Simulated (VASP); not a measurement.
Given:

```
CELL_PARAMETERS angstrom
      3.58867     0.00000     0.00000
     -1.79433     3.10788     0.00000
      0.00000     0.00000     5.82620
ATOMIC_POSITIONS crystal
  Ti 0.00000 0.00000 0.00000
  Cr 0.00000 0.00000 0.50000
  As 0.66667 0.33333 0.26553
  As 0.33333 0.66667 0.73447
```

Level of theory: PBEsol GGA with spin-orbit coupling, VASP's PBE PAW potentials (set 64) (plane waves; VASP). Run with 400 eV cut-off, 9×9×5 Γ-centred mesh, Gaussian smearing of 0.050 eV, potentials Ti_sv Cr_pv As.

The run has a spin-polarised start.

Problem. Give the energies of bands 29 to 42 at the high-symmetry points, in eV from the Fermi level.

Solution. 
```
band      Γ      M      K      A      L      H
----  -----  -----  -----  -----  -----  -----
29    -0.55  -2.34  -2.48  -1.77  -2.38  -2.57
30    -0.53  -1.57  -2.41  -1.73  -2.21  -2.54
31    -0.04  -1.49  -1.20  -1.49  -1.61  -1.05
32    -0.04  -1.46  -0.62  -1.47  -0.91  -1.00
33     0.22  -0.92  -0.57  -0.23  -0.61  -0.98
34     0.25  -0.64   0.09   0.40  -0.47   0.49
35     0.84  -0.31   0.10   0.41  -0.38   0.49
36     0.85   0.31   0.34   0.54   0.08   0.59
37     0.91   0.78   1.00   0.55   1.40   0.59
38     0.93   1.12   1.02   0.74   1.52   0.92
39     1.22   1.41   1.39   0.75   1.57   1.19
40     1.22   1.43   1.40   1.17   1.66   1.20
41     1.31   1.51   1.41   1.23   1.82   1.57
42     1.34   1.91   1.76   1.24   1.86   1.61
```

It has no gap at this level: it comes out as a metal or semimetal.

The structure comes from a computed database's TiCrAs2 entry (P-3m1); how it stands against other phases isn't given here. It was relaxed first.
